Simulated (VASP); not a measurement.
The input files of a VASP run:

File KPOINTS:
```
Automatic mesh
0
Gamma
6 6 2
0 0 0
```

POSCAR:
```
Sn
1
    4.5723620000     0.0000000000     0.0000000000
   -2.2861810000     3.9597810000     0.0000000000
    0.0000000000     0.0000000000    12.4533760000
Sn
4
Direct
  0.0000000000   0.0000000000   0.2500000000
  0.0000000000   0.0000000000   0.7500000000
  0.3333330000   0.6666670000   0.2500000000
  0.6666670000   0.3333330000   0.7500000000
```

**INCAR**
```
SYSTEM = Sn
PREC = Accurate
ENCUT = 400
EDIFF = 1E-6
NELM = 60
ALGO = Normal
LREAL = .FALSE.
LASPH = .TRUE.
ISMEAR = 1
SIGMA = 0.1
GGA = PE
LMAXMIX = 4
LWAVE = .FALSE.
LCHARG = .FALSE.
ISIF = 2
IMIX = 1
AMIX = 1.9
BMIX = 0.0001
```

POTCAR, in this order: Sn_d (PBE.64 set). Program: vasp_std.

What VASP printed:

### standard output
```
 POSCAR found type information on POSCAR Sn
 POSCAR found :  1 types and       4 ions
 Reading from existing POTCAR
 Reading from existing POTCAR
 LDA part: xc-table for (Slater+PW92), standard interpolation
 POSCAR, INCAR and KPOINTS ok, starting setup
 WAVECAR not read
 entering main loop
       N       E                     dE             d eps       ncg     rms          rms(c)
DAV:   1     0.478837941987E+03    0.47884E+03   -0.26033E+04   964   0.175E+03
DAV:   2     0.456235479476E+02   -0.43321E+03   -0.43007E+03   932   0.450E+02
DAV:   3    -0.105426956452E+02   -0.56166E+02   -0.55614E+02  1090   0.178E+02
DAV:   4    -0.128401179763E+02   -0.22974E+01   -0.22900E+01   999   0.398E+01
DAV:   5    -0.129159573883E+02   -0.75839E-01   -0.75834E-01  1245   0.705E+00    0.485E+00
DAV:   6    -0.132456793419E+02   -0.32972E+00   -0.30602E+00  1000   0.157E+01    0.522E+00
DAV:   7    -0.137666807948E+02   -0.52100E+00   -0.69251E+00   979   0.324E+01    0.598E+00
DAV:   8    -0.154737902362E+02   -0.17071E+01   -0.18057E+01   945   0.781E+01    0.736E+00
DAV:   9    -0.262186030202E+02   -0.10745E+02   -0.99530E+01  1029   0.995E+01    0.118E+01
DAV:  10    -0.993201571917E+02   -0.73102E+02   -0.64999E+02  1117   0.216E+02    0.261E+01
DAV:  11    -0.715939824762E+03   -0.61662E+03   -0.42717E+03  1518   0.175E+03    0.128E+02
DAV:  12    -0.149343124192E+05   -0.14218E+05   -0.13914E+05  1547   0.467E+03    0.524E+02
DAV:  13    -0.424893332826E+05   -0.27555E+05   -0.29822E+05  1700   0.348E+03    0.985E+02
DAV:  14    -0.793526065980E+05   -0.36863E+05   -0.43499E+05  1719   0.373E+03    0.150E+03
DAV:  15    -0.123000963283E+06   -0.43648E+05   -0.57260E+05  1840   0.414E+03    0.215E+03
DAV:  16    -0.171422197229E+06   -0.48421E+05   -0.70014E+05  1831   0.457E+03    0.334E+03

 -----------------------------------------------------------------------------
|                                                                             |
|     EEEEEEE  RRRRRR   RRRRRR   OOOOOOO  RRRRRR      ###     ###     ###     |
|     E        R     R  R     R  O     O  R     R     ###     ###     ###     |
|     E        R     R  R     R  O     O  R     R     ###     ###     ###     |
|     EEEEE    RRRRRR   RRRRRR   O     O  RRRRRR       #       #       #      |
|     E        R   R    R   R    O     O  R   R                               |
|     E        R    R   R    R   O     O  R    R      ###     ###     ###     |
|     EEEEEEE  R     R  R     R  OOOOOOO  R     R     ###     ###     ###     |
|                                                                             |
|     ERROR FEXCP: supplied Exchange-correletion table                        |
|      is too small, maximal index : 3883                                     |
|                                                                             |
|       ---->  I REFUSE TO CONTINUE WITH THIS SICK JOB ... BYE!!! <----       |
|                                                                             |
 -----------------------------------------------------------------------------
```

Problem. Read input and log: which fault does this run have?
A) ISPIN is misspelt, so the run is not spin-polarised
B) LEPSILON was set with a meta-GGA
C) LDAUL, LDAUU and LDAUJ hold more entries than there are species
D) simple mixing (IMIX = 1) with AMIX above 1 overshoots

Solution. D, simple mixing (IMIX = 1) with AMIX above 1 overshoots. VASP stops with an error: ERROR FEXCP: supplied Exchange-correletion table is too small, maximal index : 3883 ----> I REFUSE TO CONTINUE WITH THIS SICK JOB ... BYE!!! <----

To mend it, remove IMIX, remove AMIX, remove BMIX.

The mended run (PBE GGA, plane waves, VASP's PBE PAW potentials (set 64)) converges, and its OSZICAR ends with
```
   1 F= -.12716884E+02 E0= -.12716187E+02  d E =-.208897E-02
```

The structure was generated: Sn was put into the graphite type (P6_3/mmc), which need not be its known phase. The cell was not relaxed at this level.
